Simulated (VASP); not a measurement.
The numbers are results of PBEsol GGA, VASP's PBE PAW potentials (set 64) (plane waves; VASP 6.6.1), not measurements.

A VASP calculation is set up with these files.

### INCAR
```
SYSTEM = InSb
PREC = Accurate; ENCUT = 500; LREAL = .False.
LASPH = .True.
EDIFF = 1E-6; NELM = 100; ALGO = Normal
LMAXMIX = 4
ISMEAR = 0; SIGMA = 0.05
GGA = PS
IBRION = 2; NSW = 40; ISIF = 3
EDIFFG = -0.02; PSTRESS = 100
LWAVE = .False.; LCHARG = .False.
```

**KPOINTS**
```
kpoints
0
gamma
 7 7 7
0 0 0
```

File POSCAR:
```
InSb
1.0
  0.0000000000   3.1606299158   3.1606299158
  3.1606299158   0.0000000000   3.1606299158
  3.1606299158   3.1606299158   0.0000000000
In Sb
1 1
Cartesian
  0.0000000000   0.0000000000   0.0000000000
  1.5803149579   1.5803149579   1.5803149579
```

POTCAR, in this order: In_d Sb (PBE.64 set). Program: vasp_std.

What VASP printed:

### OSZICAR
```
       N       E                     dE             d eps       ncg     rms          rms(c)
DAV:   1     0.111215168007E+03    0.11122E+03   -0.79708E+03   520   0.137E+03
DAV:   2    -0.412053013639E+00   -0.11163E+03   -0.10868E+03   535   0.309E+02
DAV:   3    -0.757035633020E+01   -0.71583E+01   -0.70508E+01   700   0.849E+01
DAV:   4    -0.776081566221E+01   -0.19046E+00   -0.19041E+00   627   0.161E+01
DAV:   5    -0.776828236190E+01   -0.74667E-02   -0.74665E-02   758   0.263E+00    0.461E+00
DAV:   6    -0.763114824098E+01    0.13713E+00   -0.21642E-01   708   0.923E+00    0.262E+00
DAV:   7    -0.760175490521E+01    0.29393E-01   -0.92685E-02   708   0.381E+00    0.685E-01
DAV:   8    -0.760083228501E+01    0.92262E-03   -0.93161E-03   716   0.141E+00    0.341E-01
DAV:   9    -0.760117915773E+01   -0.34687E-03   -0.79953E-04   580   0.293E-01    0.757E-02
DAV:  10    -0.760118646896E+01   -0.73112E-05   -0.37068E-05   693   0.500E-02    0.419E-02
DAV:  11    -0.760120575597E+01   -0.19287E-04   -0.30477E-05   565   0.520E-02    0.218E-02
DAV:  12    -0.760120629801E+01   -0.54204E-06   -0.81721E-07   415   0.833E-03
   1 F= -.36598985E+01 E0= -.36598901E+01  d E =-.365990E+01
       N       E                     dE             d eps       ncg     rms          rms(c)
DAV:   1    -0.109803486515E+02   -0.33791E+01   -0.80485E+01   650   0.164E+02    0.149E+01
DAV:   2    -0.740200198552E+01    0.35783E+01   -0.10077E+01   620   0.104E+02    0.371E+00
DAV:   3    -0.704602573283E+01    0.35598E+00   -0.92374E-01   655   0.185E+01    0.285E+00
DAV:   4    -0.701681960085E+01    0.29206E-01   -0.83631E-02   563   0.245E+00    0.151E+00
DAV:   5    -0.701524547439E+01    0.15741E-02   -0.66170E-03   686   0.131E+00    0.570E-01
DAV:   6    -0.701526197863E+01   -0.16504E-04   -0.23098E-03   800   0.700E-01    0.167E-01
DAV:   7    -0.701524994541E+01    0.12033E-04   -0.14176E-04   611   0.143E-01    0.548E-02
DAV:   8    -0.701524873626E+01    0.12092E-05   -0.11876E-05   605   0.317E-02    0.711E-03
DAV:   9    -0.701524924387E+01   -0.50761E-06   -0.50372E-07   365   0.925E-03
   2 F= -.36159632E+01 E0= -.36159632E+01  d E =0.439353E-01
       N       E                     dE             d eps       ncg     rms          rms(c)
DAV:   1    -0.849262894720E+01   -0.14774E+01   -0.29318E+01   655   0.130E+02    0.607E+00
DAV:   2    -0.759924048843E+01    0.89339E+00   -0.18444E+00   635   0.316E+01    0.250E+00
DAV:   3    -0.742615832388E+01    0.17308E+00   -0.58080E-01   685   0.167E+01    0.103E+00
DAV:   4    -0.742305201619E+01    0.31063E-02   -0.23585E-02   610   0.180E+00    0.674E-01
DAV:   5    -0.741974012815E+01    0.33119E-02   -0.27408E-03   609   0.434E-01    0.375E-01
DAV:   6    -0.741925000028E+01    0.49013E-03   -0.74706E-04   627   0.338E-01    0.578E-02
DAV:   7    -0.741925215979E+01   -0.21595E-05   -0.88170E-05   675   0.186E-01    0.359E-02
DAV:   8    -0.741925126550E+01    0.89429E-06   -0.20761E-05   630   0.911E-02    0.228E-03
DAV:   9    -0.741925125735E+01    0.81423E-08   -0.48581E-07   270   0.733E-03
   3 F= -.37279252E+01 E0= -.37279252E+01  d E =-.680267E-01
```

OUTCAR:
```
------------------------ aborting loop because EDIFF is reached ----------------------------------------
  FORCE on cell =-STRESS in cart. coord.  units (eV):
  Direction    XX          YY          ZZ          XY          YZ          ZX
  --------------------------------------------------------------------------------------
  Total        3.6549767      3.6549767      3.6549767     -0.0000000      0.0000000      0.0000000
  in kB       99.0152759     99.0152759     99.0152759     -0.0000000      0.0000000      0.0000000
  external PRESSURE =      -0.9847241 kB  Pullay stress =     100.0000000 kB
  volume of cell :       59.14
      direct lattice vectors                 reciprocal lattice vectors
     0.000000000  3.092343045  3.092343045    -0.161689694  0.161689694  0.161689694
     3.092343045  0.000000000  3.092343045     0.161689694 -0.161689694  0.161689694
     3.092343045  3.092343045 -0.000000000     0.161689694  0.161689694 -0.161689694
  FREE ENERGIE OF THE ION-ELECTRON SYSTEM (eV)
  ---------------------------------------------------
  free  energy   TOTEN  =        -7.4192512574 eV

  energy  without entropy=       -7.4192512574  energy(sigma->0) =       -7.41925126
  enthalpy is  TOTEN    =        -3.7279251824 eV   P V=        3.6913260750

 reached required accuracy - stopping structural energy minimisation
```
(Selected blocks of OUTCAR.)

**CONTCAR**
```
InSb
   1.00000000000000
     0.0000000000000000    3.0923430445447604    3.0923430445447604
     3.0923430445447604    0.0000000000000000    3.0923430445447604
     3.0923430445447604    3.0923430445447604   -0.0000000000000000
  In              Sb
     1     1
Direct
     0.0000000000000000    0.0000000000000000    0.0000000000000000
     0.2500000000000000    0.2500000000000000    0.2500000000000000
```

Energy and stress use the plane-wave basis of the starting cell.

The structure was generated: InSb was put into the zinc blende type (F-43m), which need not be its known phase. This run relaxes it under an external pressure of 10 GPa. Symmetry was kept, so distortions that lower it aren't found.
